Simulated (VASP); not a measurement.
The input files of a VASP run:

**INCAR**
```
# general
SYSTEM  =KTaO3
PREC    =Accurate
ENCUT   =520   # plane-wave cut-off (eV)
LREAL   =.FALSE.   # projection in real space or not
LASPH   =.TRUE.   # aspherical one-centre terms

# electronic loop
EDIFF   =1E-7   # SCF stop (eV)
NELM    =100   # most electronic steps
ALGO    =Normal   # blocked Davidson
LMAXMIX =6

# smearing
ISMEAR  =-5

# functional
GGA     =ML
LUSE_VDW=.TRUE.
AGGAC   =0.0
ZAB_VDW =-1.8867

# ions
ISIF    =2

# output
LWAVE   =.FALSE.
LCHARG  =.TRUE.
LORBIT  =11   # lm-projected
NEDOS   =601

# other
LEFG    =.TRUE.
```

POSCAR:
```
KTaO3
1.0
  4.0790266639   0.0000000000   0.0000000000
  0.0000000000   4.0790266639   0.0000000000
  0.0000000000   0.0000000000   4.0790266639
K Ta O
1 1 3
Cart
  0.0000000000   0.0000000000   0.0000000000
  2.0395133319   2.0395133319   2.0395133319
  2.0395133319   0.0000000000   2.0395133319
  0.0000000000   2.0395133319   2.0395133319
  2.0395133319   2.0395133319   0.0000000000
```

KPOINTS:
```
Automatic mesh
0
Gamma
6 6 6
0 0 0
```

POTCAR, in this order: K_sv Ta_pv O (PBE.64 set). Program: vasp_std.

### Question
Translate this vdW-DF2 calculation to Quantum ESPRESSO's pw.x.

### Answer
One equivalent input (not run):
```
&CONTROL
  calculation = 'scf'
  pseudo_dir = './pseudo'
  outdir = './out'
  tprnfor = .true.
  tstress = .true.
/
&SYSTEM
  ibrav = 0
  nat = 5
  ntyp = 3
  ecutwfc = 84
  occupations = 'tetrahedra'
  input_dft = 'vdw-df2'
/
&ELECTRONS
  conv_thr = 7.3e-09
  electron_maxstep = 100
/
ATOMIC_SPECIES
  K 39.098 K.upf
  Ta 180.948 Ta.upf
  O 15.999 O.upf
CELL_PARAMETERS angstrom
     4.0790267    0.0000000    0.0000000
     0.0000000    4.0790267    0.0000000
     0.0000000    0.0000000    4.0790267
ATOMIC_POSITIONS crystal
  K    0.0000000  0.0000000  0.0000000
  Ta   0.5000000  0.5000000  0.5000000
  O    0.5000000  0.0000000  0.5000000
  O    0.0000000  0.5000000  0.5000000
  O    0.5000000  0.5000000  0.0000000
K_POINTS automatic
  6 6 6 0 0 0
```
What does not carry over: the potentials are each code's own (VASP's PAW set, PseudoDojo norm-conserving files in pw.x), so ENCUT and ecutwfc are chosen apart and not converted; conv_thr bounds pw.x's estimated SCF error, while EDIFF bounds the energy change between steps; the field gradients of LEFG aren't asked of the other code.

The compound is KTaO3 in the cubic perovskite structure. It was relaxed first, which changed the volume by +7 %.
